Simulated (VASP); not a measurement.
Consider the following.

```yaml
crystal:
  lattice:
    - [1.53845, -2.66467, 0.00000]
    - [1.53845, 2.66467, 0.00000]
    - [0.00000, 0.00000, 3.47832]
  atoms:
    - { symbol: Mg, position: [0.00000, 0.00000, 0.00000] }
    - { symbol: B, position: [0.33333, 0.66667, 0.50000] }
    - { symbol: B, position: [0.66667, 0.33333, 0.50000] }
```

These are rev-vdW-DF2, VASP's PBE PAW potentials (set 64) (plane waves; VASP 6.6.1) values and carry that method's errors. Numerical set-up: 520 eV cut-off, 13×13×10 Γ-centred mesh, tetrahedra with Blöchl corrections, potentials Mg B.

Task: Tabulate the total density of states (states/eV per cell) against energy (eV; zero at the valence-band maximum or, without a gap, the Fermi level).

Result: 
```json
[
 {"E (eV)": "-9.98", "DOS (states/eV)": "0.45"},
 {"E (eV)": "-9.38", "DOS (states/eV)": "0.46"},
 {"E (eV)": "-8.90", "DOS (states/eV)": "0.49"},
 {"E (eV)": "-8.30", "DOS (states/eV)": "0.50"},
 {"E (eV)": "-7.70", "DOS (states/eV)": "0.37"},
 {"E (eV)": "-7.22", "DOS (states/eV)": "0.36"},
 {"E (eV)": "-6.62", "DOS (states/eV)": "0.63"},
 {"E (eV)": "-6.02", "DOS (states/eV)": "0.64"},
 {"E (eV)": "-5.54", "DOS (states/eV)": "0.63"},
 {"E (eV)": "-4.94", "DOS (states/eV)": "0.78"},
 {"E (eV)": "-4.34", "DOS (states/eV)": "0.73"},
 {"E (eV)": "-3.86", "DOS (states/eV)": "0.94"},
 {"E (eV)": "-3.26", "DOS (states/eV)": "0.97"},
 {"E (eV)": "-2.66", "DOS (states/eV)": "1.02"},
 {"E (eV)": "-2.18", "DOS (states/eV)": "1.32"},
 {"E (eV)": "-1.58", "DOS (states/eV)": "0.99"},
 {"E (eV)": "-0.98", "DOS (states/eV)": "0.89"},
 {"E (eV)": "-0.50", "DOS (states/eV)": "0.79"},
 {"E (eV)": "0.10", "DOS (states/eV)": "0.69"},
 {"E (eV)": "0.70", "DOS (states/eV)": "0.32"},
 {"E (eV)": "1.18", "DOS (states/eV)": "0.28"},
 {"E (eV)": "1.78", "DOS (states/eV)": "0.27"},
 {"E (eV)": "2.38", "DOS (states/eV)": "0.36"},
 {"E (eV)": "2.86", "DOS (states/eV)": "0.43"},
 {"E (eV)": "3.46", "DOS (states/eV)": "0.45"}
]
```
Within 2 eV below the Fermi level the largest weight inside VASP's projection spheres is B p.

The compound is MgB2 in the AlB2 type structure. It was relaxed first.
